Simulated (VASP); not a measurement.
Method: PBEsol GGA, VASP's PBE PAW potentials (set 64) (plane waves; VASP).

Input for VASP

INCAR:
```
PREC = Accurate
LCHARG = .FALSE.
LREAL = .FALSE.   ! projection in real space or not
GGA = PS   ! PBEsol
LWAVE = .FALSE.
ISIF = 2   ! forces and stress, cell fixed
EDIFF = 1E-6
LASPH = .TRUE.   ! aspherical one-centre terms
NELM = 100   ! most electronic steps
SIGMA = 0.1   ! width (eV)
ISMEAR = -1   ! Fermi-Dirac
SYSTEM = Pd3S
ENCUT = 300   ! plane-wave cut-off (eV)
ALGO = Normal
LMAXMIX = 4
```

POSCAR:
```
Pd3S
4.4621090
  0.8091841773  -0.5875551225   0.0000000000
  0.8091841773   0.5875551225   0.0000000000
  0.0000000000   0.0000000000   1.4092020164
Pd S
6 2
Cartesian
  1.3032073012  -0.1810844887   1.0569015123
  0.3151610534   0.1810844887   0.3523005041
  1.3032073012   0.1810844887   0.3523005041
  0.3151610534  -0.1810844887   1.0569015123
  0.8091841773   0.0000000000   0.0000000000
  0.8091841773   0.0000000000   0.7046010082
  0.8091841773   0.3622982396   0.3523005041
  0.8091841773  -0.3622982396   1.0569015123
```

KPOINTS:
```
Automatic mesh
0
Gamma
  5 5 3
```

POTCAR, in this order: Pd S (PBE.64 set). Program: vasp_std.

Output of the run:

**OSZICAR**
```
       N       E                     dE             d eps       ncg     rms          rms(c)
DAV:   1     0.347376405631E+03    0.34738E+03   -0.26409E+04  1548   0.105E+03
DAV:   2    -0.315199442047E+02   -0.37890E+03   -0.36828E+03  1730   0.284E+02
DAV:   3    -0.480976637433E+02   -0.16578E+02   -0.16287E+02  1746   0.592E+01
DAV:   4    -0.483826461920E+02   -0.28498E+00   -0.28385E+00  1743   0.805E+00
DAV:   5    -0.483875406608E+02   -0.48945E-02   -0.48933E-02  1736   0.103E+00    0.282E+01
DAV:   6    -0.468600648356E+02    0.15275E+01   -0.67358E+00  1671   0.169E+01    0.148E+01
DAV:   7    -0.467403882241E+02    0.11968E+00   -0.11848E+00  1698   0.108E+01    0.676E+00
DAV:   8    -0.466787548865E+02    0.61633E-01   -0.90115E-01  1643   0.109E+01    0.241E+00
DAV:   9    -0.466257615676E+02    0.52993E-01   -0.17472E-01  1657   0.507E+00    0.560E-01
DAV:  10    -0.466255625800E+02    0.19899E-03   -0.18439E-02  1695   0.699E-01    0.284E-01
DAV:  11    -0.466250862275E+02    0.47635E-03   -0.22449E-03  1683   0.440E-01    0.169E-01
DAV:  12    -0.466251507109E+02   -0.64483E-04   -0.34117E-04  1664   0.202E-01    0.844E-02
DAV:  13    -0.466250705886E+02    0.80122E-04   -0.30165E-04  1724   0.191E-01    0.134E-02
DAV:  14    -0.466250722120E+02   -0.16233E-05   -0.22724E-05  1640   0.359E-02    0.105E-02
DAV:  15    -0.466250720020E+02    0.20996E-06   -0.66087E-07   885   0.637E-03
   1 F= -.46625072E+02 E0= -.46574481E+02  d E =-.101182E+00
```

OUTCAR:
```
------------------------ aborting loop because EDIFF is reached ----------------------------------------
  FORCE on cell =-STRESS in cart. coord.  units (eV):
  Direction    XX          YY          ZZ          XY          YZ          ZX
  --------------------------------------------------------------------------------------
  Total        3.9504657      5.0603020      2.0402347      0.0000000      0.0000000      0.0000000
  in kB       53.1666260     68.1031565     27.4581285      0.0000000      0.0000000      0.0000000
  external PRESSURE =      49.5759703 kB  Pullay stress =       0.0000000 kB
  volume of cell :      119.05
      direct lattice vectors                 reciprocal lattice vectors
     3.610668000 -2.621735000  0.000000000     0.138478531 -0.190713402  0.000000000
     3.610668000  2.621735000  0.000000000     0.138478531  0.190713402  0.000000000
     0.000000000  0.000000000  6.288013000     0.000000000  0.000000000  0.159032750
 POSITION                                       TOTAL-FORCE (eV/Angst)
 -----------------------------------------------------------------------------------
      5.81505     -0.80802      4.71601         0.104597     -0.098933      0.000000
      1.40628      0.80802      1.57200        -0.104597      0.098933     -0.000000
      5.81505      0.80802      1.57200         0.104597      0.098933      0.000000
      1.40628     -0.80802      4.71601        -0.104597     -0.098933      0.000000
      3.61067      0.00000      0.00000        -0.000000     -0.000000      0.000000
      3.61067      0.00000      3.14401         0.000000      0.000000      0.000000
      3.61067      1.61661      1.57200         0.000000      0.235611      0.000000
      3.61067     -1.61661      4.71601         0.000000     -0.235611      0.000000
 -----------------------------------------------------------------------------------
    total drift:                                0.000000     -0.000000     -0.000000
  FREE ENERGIE OF THE ION-ELECTRON SYSTEM (eV)
  ---------------------------------------------------
  free  energy   TOTEN  =       -46.6250720020 eV

  energy  without entropy=      -46.5238896644  energy(sigma->0) =      -46.57448083
```
(Selected blocks of OUTCAR.)

At this cut-off the stress carries a Pulay error, which pulls relaxed volumes low.

The structure comes from a computed database's Pd3S entry (Cmcm); how it stands against other phases isn't given here. The cell was not relaxed at this level, and its volume differs by -5.9 % from the start's. The k-mesh is coarse (spacing up to 0.33 per Å, 2π included), so the numbers may not be converged in it.
